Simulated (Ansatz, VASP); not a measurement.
# Cross-check of Se (linear Se chain) between VASP and Ansatz, part 2 of 2

One calculation is typed for both programs; each brings its own data sets. How far apart do they land? The cell is taken from a series of runs on this material, whose earlier steps may have relaxed, scaled, displaced or heated it; both programs get it as it stands.

VASP 6.6.1 and Ansatz 0.2.0.

So far: Set-up; VASP: single point, RPBE, pair 1; Ansatz: single point, RPBE, pair 1; Differences; Ansatz: single point, RPBE, pair 2.

## (6) VASP: single point, RPBE, pair 2

Level of this step: RPBE, zero-moment start; plane waves and PAW (Se) (VASP).

The same cell, functional, mesh and smearing now go to VASP, with its own data sets.

INCAR reads:

```
SYSTEM = Se
PREC = Accurate
ENCUT = 500
EDIFF = 1E-06
NELM = 200
ISMEAR = -1
SIGMA = 0.05
LREAL = .FALSE.
ALGO = Normal
GGA = RP
NBANDS = 9
ISPIN = 2
MAGMOM = 0
LORBIT = 11
LWAVE = .FALSE.
LCHARG = .FALSE.
ISIF = 2
LASPH = .TRUE.
GGA_COMPAT = .FALSE.
```

POSCAR reads:

```
Se
1.0
    7.5000000000      0.0000000000      0.0000000000
    0.0000000000      7.5000000000      0.0000000000
    0.0000000000      0.0000000000      2.1943635067
Se
1
Direct
    0.5000000000      0.5000000000      0.0000000000
```

KPOINTS reads:

```
Automatic mesh
0
Gamma
1 1 37
0 0 0
```

The projector-augmented-wave data sets are Se (PBE family, release 64).

The run is started by

```console
$ mpirun -np 1 vasp_std
```

Numbers of over 12 decimals in the logs are rounded to 6 here.

Output:

```text
[banner, memory and clock lines left out]
running    1 mpi-ranks, on    1 nodes
[...]
[... a notice as in an earlier step ...]

 LDA part: xc-table for (Slater+PW92), standard interpolation
 POSCAR, INCAR and KPOINTS ok, starting setup
[...]
entering main loop
       N       E                     dE             d eps       ncg     rms          rms(c)
DAV:   1     0.357783918960E+02    0.35778E+02   -0.21178E+03   684   0.445E+02
DAV:   2     0.143811039540E+00   -0.35635E+02   -0.28064E+02   918   0.697E+01
DAV:   3    -0.244039394692E+01   -0.25842E+01   -0.25636E+01   800   0.278E+01
DAV:   4    -0.246387871372E+01   -0.23485E-01   -0.23481E-01   938   0.314E+00
[...]
DAV:  14    -0.245804687536E+01   -0.59166E-05   -0.18001E-07   741   0.221E-03    0.847E-04
DAV:  15    -0.245805078827E+01   -0.39129E-05   -0.30322E-07   690   0.281E-03    0.129E-04
DAV:  16    -0.245805083500E+01   -0.46726E-07   -0.10910E-08   815   0.110E-03
   1 F= -.24580508E+01 E0= -.24568993E+01  d E =-.230308E-02  mag=     0.0000
```

OUTCAR, selected parts (step 6):

```text
  Total        0.0624198      0.0624198      6.8861140      0.0000000      0.0000000      0.0000000
  in kB        0.8102178      0.8102178     89.3827454      0.0000000      0.0000000      0.0000000
  external PRESSURE =      30.3343937 kB  Pullay stress =       0.0000000 kB

  FREE ENERGIE OF THE ION-ELECTRON SYSTEM (eV)
  ---------------------------------------------------
  free  energy   TOTEN  =        -2.4580508350 eV

  energy  without entropy=       -2.4557477506  energy(sigma->0) =       -2.45689929

 magnetization (x)
# of ion       s       p       d       tot
------------------------------------------
    1       -0.000  -0.000  -0.000  -0.000

[... 1 part as in an earlier step ...]

[... 3 further parts left out ...]
[key lines of the parts left out:]
E-fermi :  -3.1286
```

## (7) Comparison

What differs besides the data sets and the points named for the pairs above, as far as they apply: the data sets hold 16 valence electrons in Ansatz (on its default PAW (the set named soft_2) files) and 6 in VASP. Total energies have different zeros and are not compared.

Both answers:

```
      quantity  Ansatz  VASP  difference
pressure (GPa)    3.00  3.03       -0.03
```

## (8) VASP: single point, RPBE, pair 3

With cell and atoms fixed, the geometry can't cause a difference; cores, projectors, grids and the points listed under the comparison can. The cell compared in this pair holds 128.80 Å³, against 123.43 Å³ for the pair before.

INCAR is that of step 6.

Edit POSCAR of step 6 so:

```diff
@@ -4,3 +4,3 @@
     0.0000000000      7.5000000000      0.0000000000
-    0.0000000000      0.0000000000      2.1943635067
+    0.0000000000      0.0000000000      2.2897706156
 Se
```

KPOINTS reads:

```
Automatic mesh
0
Gamma
1 1 35
0 0 0
```

The run is started by

```console
$ mpirun -np 1 vasp_std
```

Output:

```text
[... set-up lines as in an earlier step ...]
 entering main loop
       N       E                     dE             d eps       ncg     rms          rms(c)
DAV:   1     0.347165039268E+02    0.34717E+02   -0.19845E+03   648   0.431E+02
DAV:   2    -0.100901579154E+00   -0.34817E+02   -0.28310E+02   897   0.690E+01
DAV:   3    -0.265915709107E+01   -0.25583E+01   -0.24378E+01   789   0.265E+01
DAV:   4    -0.268178803385E+01   -0.22631E-01   -0.22628E-01   832   0.291E+00
[...]
DAV:  14    -0.268129124844E+01   -0.21484E-05   -0.52783E-08   715   0.132E-03    0.307E-04
DAV:  15    -0.268129268781E+01   -0.14394E-05   -0.10096E-07   652   0.157E-03    0.267E-04
DAV:  16    -0.268129270606E+01   -0.18255E-07   -0.43040E-09   680   0.502E-04
   1 F= -.26812927E+01 E0= -.26803106E+01  d E =-.196430E-02  mag=     0.0000
```

Parts of OUTCAR (step 8):

```text
  Total        0.0675778      0.0675778      2.9429240     -0.0000000      0.0000000      0.0000000
  in kB        0.8406203      0.8406203     36.6079255     -0.0000000      0.0000000      0.0000000
  external PRESSURE =      12.7630553 kB  Pullay stress =       0.0000000 kB

  FREE ENERGIE OF THE ION-ELECTRON SYSTEM (eV)
  ---------------------------------------------------
  free  energy   TOTEN  =        -2.6812927061 eV

  energy  without entropy=       -2.6793284067  energy(sigma->0) =       -2.68031056

 magnetization (x)
# of ion       s       p       d       tot
------------------------------------------
    1        0.000  -0.000   0.000  -0.000

[... 1 part as in an earlier step ...]

[... 3 further parts left out ...]
[key lines of the parts left out:]
E-fermi :  -3.4813
```

## (9) Ansatz: single point, RPBE, pair 3

The same cell, functional, mesh and smearing now go to Ansatz, which takes its cutoff from its data sets.

The cell is taken from a series of runs on this material, whose earlier steps may have relaxed, scaled, displaced or heated it; both programs get it as it stands.

input.yaml reads:

```yaml
crystal:
  lattice:
    - [7.5, 0.0, 0.0]
    - [0.0, 7.5, 0.0]
    - [0.0, 0.0, 2.2897706156]
  atoms:
    - { symbol: Se, position: [0.5, 0.5, 0.0], spin: 0.3 }
magnetization:
  spin_polarized: true
kpoints:
  mp_grid: { grid: [1, 1, 35] }
scf:
  occupations: { method: fermi_dirac, width: 0.05 }
hamiltonian:
  xc: rpbe
output:
  transmission:
    e_range: [-2, 2]
    de: 0.035
    kmesh: [1, 1]
    reduced_basis: true
    leads: [[0, 0]]
  stress: true
```

The run is started by

```console
$ ansatz run input.yaml --threads 4 --pin off --max-ram 8192MiB --backend cpu --events-out ev --progress --plain --runs-dir out
```

Output:

```text
[...]
Crystal: 1 atoms, lattice volume = 128.800 Å³
Basis set: ecut = 420 eV, 2511 PW (Γ)
Bands: 13, of which v1, the nominal top of the filled ones, is band 8 counted from 1 (7 counted from 0)
Symmetry: 16 space group operations
[...]
k-points: 18 of 35
[...]
Starting moments: Σ|m| = 0.3 μB on 1 of 1 site
[...]
--- Transmission ---
  basis      : 497 plane waves across, 3 finite elements along
  points     : 1, standing for a mesh of 1 x 1
[...]
crystal 0  : Se1, at the sites [0, 0], period 2.2898 Å: whole cells are its period
[...]
filled         : 38.3 meV over the level at which it is neutral
    channels       : 3.000000e0 up, 3.000000e0 down
[...]
[key lines of the parts left out:]
SCF converged after 12 iterations
Magnetization: 0.0000 μB (8.0000 up, 8.0000 down)
Free energy (F): -5474.609003 eV
Fermi energy:    -2.589057 eV
P = ⅓ Tr σ = 1.2590 GPa (12.590 kbar)
```

## (10) Comparison

What differs besides the data sets and the points named for the pairs above, as far as they apply: the data sets hold 16 valence electrons in Ansatz (on its default PAW (the set named soft_2) files) and 6 in VASP. Total energies have different zeros and are not compared.

Compared:

```
      quantity  Ansatz  VASP  difference
pressure (GPa)    1.26  1.28       -0.02
```

## (11) Summary of results

```
difference in pressure (single point, RPBE, pair 1) : -0.065 GPa
difference in pressure (single point, RPBE, pair 2) : -0.033 GPa
difference in pressure (single point, RPBE, pair 3) : -0.017 GPa
```

What this shows: The difference in pressure is -0.065 GPa (single point, RPBE, pair 1), within the 1 GPa picked in this series as the mark of a large difference. The data sets hold unlike numbers of valence electrons (16 in Ansatz and 6 in VASP), so part of the differences may come from the potentials. 5 further pairs of this series are not shown here. How closely two codes agree says nothing of how well the functional describes the real material.

[Lines on the potential files, build, host, timing and source positions are cut from VASP's logs without a mark.]

[Logs are printed without paths, hosts, clocks, repeated set-up lines and the standing remarks that a program may print on its own settings, such as how far it seeks lower states.]

[Hosts, paths, dates, database ids (printed as entryN), source tags and the programs' standing remarks are cut or masked in the printed files.]
